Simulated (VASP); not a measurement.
Here is the system:

```
HfC
1.0
    0.00000     2.33813     2.33813
    2.33813     0.00000     2.33813
    2.33813     2.33813     0.00000
Hf C
1 1
Cartesian
  0.00000   0.00000   0.00000
  2.33813   2.33813   2.33813
```

Computed with rev-vdW-DF2, VASP's PBE PAW potentials (set 64) (plane waves; VASP). Settings: 520 eV cut-off, 14×14×14 Γ-centred mesh, first-order Methfessel-Paxton smearing of 0.10 eV, potentials Hf_pv C.

Q: Give the stress tensor in GPa (positive for a compressed cell).

A: 
```
-6.96   0.00   0.00
 0.00  -6.96   0.00
 0.00   0.00  -6.96
```
The pressure is its mean diagonal, -6.96 GPa.

The compound is HfC in the rock salt structure. This cell is one point of a volume scan, at 1.03 of the reference volume.
